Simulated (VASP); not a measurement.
All values below come from PBEsol GGA, VASP's PBE PAW potentials (set 64) (plane waves; VASP).

Input for VASP

### POSCAR
```
Ni3Al
1.0
  3.4240622220   0.0000000000   0.0000000000
  0.0000000000   3.4240622220   0.0000000000
  0.0000000000   0.0000000000   3.4240622220
Al Ni
1 3
Cartesian
  0.0000000000   0.0000000000   0.0000000000
  0.0000000000   1.7120311110   1.7120311110
  1.7120311110   0.0000000000   1.7120311110
  1.7120311110   1.7120311110   0.0000000000
```

File KPOINTS:
```
K-points
0
gamma
 9 9 9
```

INCAR:
```
! general
SYSTEM  = Ni3Al
PREC    = Accurate
ENCUT   = 500   ! plane-wave cut-off (eV)
LREAL   = .FALSE.
LASPH   = .TRUE.   ! aspherical one-centre terms

! electronic loop
EDIFF   = 1E-6
NELM    = 100   ! most electronic steps
ALGO    = Normal   ! blocked Davidson
LMAXMIX = 4   ! l cut-off of mixed one-centre charges

! smearing
ISMEAR  = 1   ! Methfessel-Paxton
SIGMA   = 0.1

! functional
GGA     = PS   ! PBEsol

! spin
ISPIN   = 2   ! spin-polarised
MAGMOM  = -0.0 3*0.2

! ions
IBRION  = 2   ! conjugate gradients
NSW     = 40   ! most ionic steps
ISIF    = 3   ! ions, shape and volume
EDIFFG  = -0.02   ! ionic stop
PSTRESS = 200

! output
LWAVE   = .FALSE.
LCHARG  = .FALSE.
LORBIT  = 10
```

POTCAR, in this order: Al Ni (PBE.64 set). Program: vasp_std.

The resulting files:

OSZICAR:
```
       N       E                     dE             d eps       ncg     rms          rms(c)
DAV:   1     0.192260470505E+03    0.19226E+03   -0.14439E+04  2840   0.210E+03
DAV:   2    -0.182120025931E+02   -0.21047E+03   -0.20303E+03  2812   0.374E+02
DAV:   3    -0.288669832238E+02   -0.10655E+02   -0.98790E+01  2996   0.114E+02
DAV:   4    -0.290973707324E+02   -0.23039E+00   -0.22895E+00  3216   0.153E+01
DAV:   5    -0.291046828622E+02   -0.73121E-02   -0.73108E-02  3424   0.257E+00    0.225E+01
DAV:   6    -0.287875524447E+02    0.31713E+00   -0.77983E+01  3116   0.148E+02    0.192E+01
DAV:   7    -0.241741333437E+02    0.46134E+01   -0.20886E+01  3084   0.771E+01    0.318E+00
DAV:   8    -0.241169387586E+02    0.57195E-01   -0.42172E-01  3128   0.626E+00    0.157E+00
DAV:   9    -0.240869668543E+02    0.29972E-01   -0.43707E-02  3688   0.298E+00    0.312E-01
DAV:  10    -0.240858549697E+02    0.11119E-02   -0.17632E-03  3048   0.456E-01    0.153E-01
DAV:  11    -0.240857609503E+02    0.94019E-04   -0.24323E-04  3612   0.189E-01    0.135E-01
DAV:  12    -0.240858239150E+02   -0.62965E-04   -0.52004E-05  3476   0.108E-01    0.124E-01
DAV:  13    -0.240857241101E+02    0.99805E-04   -0.54444E-05  3200   0.138E-01    0.110E-01
DAV:  14    -0.240855240125E+02    0.20010E-03   -0.41231E-04  3340   0.371E-01    0.752E-02
DAV:  15    -0.240854431371E+02    0.80875E-04   -0.43301E-04  3360   0.344E-01    0.243E-02
DAV:  16    -0.240854463914E+02   -0.32543E-05   -0.53346E-05  3152   0.102E-01    0.139E-02
DAV:  17    -0.240854453309E+02    0.10605E-05   -0.14414E-05  3128   0.638E-02    0.709E-03
DAV:  18    -0.240854462296E+02   -0.89871E-06   -0.15595E-06  1868   0.173E-02
   1 F= -.19074216E+02 E0= -.19074379E+02  d E =-.190742E+02  mag=     0.0001
```

**OUTCAR**
```
------------------------ aborting loop because EDIFF is reached ----------------------------------------
  FORCE on cell =-STRESS in cart. coord.  units (eV):
  Direction    XX          YY          ZZ          XY          YZ          ZX
  --------------------------------------------------------------------------------------
  Total        4.9767156      4.9767156      4.9767156     -0.0000000      0.0000000     -0.0000000
  in kB      198.6225094    198.6225094    198.6225094     -0.0000000      0.0000000     -0.0000000
  external PRESSURE =      -1.3774906 kB  Pullay stress =     200.0000000 kB
  volume of cell :       40.14
      direct lattice vectors                 reciprocal lattice vectors
     3.424062222  0.000000000  0.000000000     0.292050768  0.000000000  0.000000000
     0.000000000  3.424062222  0.000000000     0.000000000  0.292050768  0.000000000
     0.000000000  0.000000000  3.424062222     0.000000000  0.000000000  0.292050768
 POSITION                                       TOTAL-FORCE (eV/Angst)
 -----------------------------------------------------------------------------------
      0.00000      0.00000      0.00000         0.000000      0.000000      0.000000
      0.00000      1.71203      1.71203         0.000000      0.000000      0.000000
      1.71203      0.00000      1.71203         0.000000      0.000000      0.000000
      1.71203      1.71203      0.00000         0.000000      0.000000      0.000000
 -----------------------------------------------------------------------------------
    total drift:                                0.000000      0.000000      0.000000
  FREE ENERGIE OF THE ION-ELECTRON SYSTEM (eV)
  ---------------------------------------------------
  free  energy   TOTEN  =       -24.0854462296 eV

  energy  without entropy=      -24.0859366123  energy(sigma->0) =      -24.08560969
  enthalpy is  TOTEN    =       -19.0742159816 eV   P V=        5.0112302480

 total charge

# of ion       s       p       d       tot
------------------------------------------
    1        0.422   0.444   0.000   0.866
    2        0.552   0.634   8.449   9.635
    3        0.552   0.634   8.449   9.635
    4        0.552   0.634   8.449   9.635
--------------------------------------------------
tot          2.076   2.347  25.347  29.771

 magnetization (x)

# of ion       s       p       d       tot
------------------------------------------
    1       -0.000   0.000   0.000   0.000
    2        0.000   0.000  -0.002  -0.002
    3        0.000   0.000  -0.002  -0.002
    4        0.000   0.000  -0.002  -0.002
--------------------------------------------------
tot          0.000   0.000  -0.005  -0.004

 reached required accuracy - stopping structural energy minimisation
```
(Selected blocks of OUTCAR.)

The compound is Ni3Al in the L1_2 structure. It was relaxed first under an external pressure of 20 GPa.
